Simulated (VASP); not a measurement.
Output of a VASP run:

OSZICAR:
```
       N       E                     dE             d eps       ncg     rms          rms(c)
DAV:   1     0.155862475221E+02    0.15586E+02   -0.49553E+03  3042   0.902E+02
DAV:   2    -0.245251892642E+02   -0.40111E+02   -0.38170E+02  3067   0.188E+02
DAV:   3    -0.248280376651E+02   -0.30285E+00   -0.30274E+00  3557   0.200E+01
DAV:   4    -0.248288775823E+02   -0.83992E-03   -0.83991E-03  3384   0.941E-01
DAV:   5    -0.248288864690E+02   -0.88867E-05   -0.88870E-05  3351   0.849E-02    0.585E+00
DAV:   6    -0.212055620043E+02    0.36233E+01   -0.79562E+00  2984   0.322E+01    0.507E+00
DAV:   7    -0.213476887481E+02   -0.14213E+00   -0.53392E-01  2989   0.737E+00    0.245E+00
DAV:   8    -0.213372753676E+02    0.10413E-01   -0.31874E-02  2990   0.171E+00    0.150E-01
DAV:   9    -0.213495486375E+02   -0.12273E-01   -0.31063E-02  3056   0.139E+00    0.181E-01
DAV:  10    -0.213510787585E+02   -0.15301E-02   -0.25692E-03  3017   0.590E-01    0.686E-02
DAV:  11    -0.213538154593E+02   -0.27367E-02   -0.50397E-03  3039   0.596E-01    0.658E-02
DAV:  12    -0.213535599619E+02    0.25550E-03   -0.15844E-04  3308   0.135E-01    0.497E-02
DAV:  13    -0.213537261416E+02   -0.16618E-03   -0.19657E-04  3053   0.151E-01    0.205E-02
DAV:  14    -0.213537755882E+02   -0.49447E-04   -0.84428E-05  3139   0.765E-02    0.612E-03
DAV:  15    -0.213537757054E+02   -0.11727E-06   -0.36664E-06  1549   0.208E-02
   1 F= -.21353776E+02 E0= -.21353816E+02  d E =-.213538E+02
```

File OUTCAR:
```
------------------------ aborting loop because EDIFF is reached ----------------------------------------
  FORCE on cell =-STRESS in cart. coord.  units (eV):
  Direction    XX          YY          ZZ          XY          YZ          ZX
  --------------------------------------------------------------------------------------
  Total       -0.0391557     -0.0391557     -0.0391557      0.0000000      0.0000000      0.0000000
  in kB       -3.6230206     -3.6230206     -3.6230206      0.0000000      0.0000000      0.0000000
  external PRESSURE =      -3.6230206 kB  Pullay stress =       0.0000000 kB
  volume of cell :       17.32
      direct lattice vectors                 reciprocal lattice vectors
     0.000000000  2.053375421  2.053375421    -0.243501502  0.243501502  0.243501502
     2.053375421  0.000000000  2.053375421     0.243501502 -0.243501502  0.243501502
     2.053375421  2.053375421  0.000000000     0.243501502  0.243501502 -0.243501502
 POSITION                                       TOTAL-FORCE (eV/Angst)
 -----------------------------------------------------------------------------------
      0.00000      0.00000      0.00000         0.000000      0.000000      0.000000
 -----------------------------------------------------------------------------------
    total drift:                               -0.000000     -0.000000     -0.000000
  FREE ENERGIE OF THE ION-ELECTRON SYSTEM (eV)
  ---------------------------------------------------
  free  energy   TOTEN  =       -21.3537757054 eV

  energy  without entropy=      -21.3538971383  energy(sigma->0) =      -21.35381618

 reached required accuracy - stopping structural energy minimisation
```
(Selected blocks of OUTCAR.)

POSCAR:
```
Ag
1
    0.0000000000     2.0533754210     2.0533754210
    2.0533754210     0.0000000000     2.0533754210
    2.0533754210     2.0533754210     0.0000000000
Ag
1
Direct
  0.0000000000   0.0000000000   0.0000000000
```

Problem. Write an INCAR and KPOINTS that could have produced this output.

Solution. One answer among several that fit: the input of the run itself, r2SCAN meta-GGA, plane waves, VASP's PBE PAW potentials (set 64).

### KPOINTS
```
Automatic
0
gamma
 17 17 17
0 0 0
```

INCAR:
```
SYSTEM = Ag
PREC = Normal
ENCUT = 400
EDIFF = 1E-5
NELM = 100
ALGO = Normal
LREAL = .FALSE.
LASPH = .TRUE.
ISMEAR = 1
SIGMA = 0.1
METAGGA = R2SCAN
LMIXTAU = .TRUE.
LMAXMIX = 4
LWAVE = .FALSE.
LCHARG = .FALSE.
NELMIN = 4
IBRION = 2
ISIF = 2
NSW = 20
EDIFFG = -0.03
```

POTCAR, in this order: Ag (PBE.64 set). Program: vasp_std.

The compound is Ag in the fcc structure. It was relaxed first.
